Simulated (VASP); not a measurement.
Write the native input for VASP 6.6.1 that does the following.

```yaml
Task: single point
Functional: PBEsol
Potentials_or_basis: VASP PAW PBE potentials, release 64 (Ta_pv, O)
Cutoff: 520 eV
k_mesh: 8 × 8 × 4
Occupations: fermi-dirac, width 0.05 eV
Spin: no spin polarisation
Ladder: free
Further_INCAR_settings: ALGO = Normal; EDIFF = 1e-07; NBANDS = 33
```

The structure of Ta4O lies in POSCAR:

```
Ta4O
1.0
    3.2574970000      0.0000000000      0.0000000000
    0.0000000000      3.2574970000      0.0000000000
    0.0000000000      0.0000000000      7.4093410000
Ta O
4 1
Direct
    0.0000000000      0.0000000000      0.0000000000
    0.5000000000      0.5000000000      0.2168420000
    0.5000000000      0.5000000000      0.7831580000
    0.0000000000      0.0000000000      0.5000000000
    0.5000000000      0.5000000000      0.5000000000
```

The cell comes from a database or a generator and needn't be the stable form of this composition.

These files were run (other wordings do the same):

INCAR

```
  ALGO = Normal
  EDIFF = 1E-7
  ENCUT = 520
  GGA = PS
  ISIF = 2
  ISMEAR = -1
  KPAR = 2
  LASPH = True
  LCHARG = True
  LREAL = False
  LVHAR = True
  LWAVE = False
  NBANDS = 33
  NELM = 60
  PREC = Accurate
  SIGMA = 0.05
```

KPOINTS

```
k-points
0
Gamma
  8 8 4
```

Potentials or basis: VASP PAW PBE potentials, release 64 (Ta_pv, O).

The run is started by

```sh
$ cat potpaw_PBE.64/Ta_pv/POTCAR potpaw_PBE.64/O/POTCAR > POTCAR
$ mpirun -np 2 vasp_std > vasp.out
```

Results of the run:

The pressure is -7.8 GPa, the largest force is 0.011 eV/Å and the band gap on the k mesh is none (metal or under the smearing width).

Caveat: the PAW data sets were made with another functional, which shifts forces and pressure a little.

Run time: 26 s on 2 MPI ranks on Intel(R) Xeon(R) 6975P-C (Granite Rapids), on a shared host, peak memory 0.23 GiB a rank.
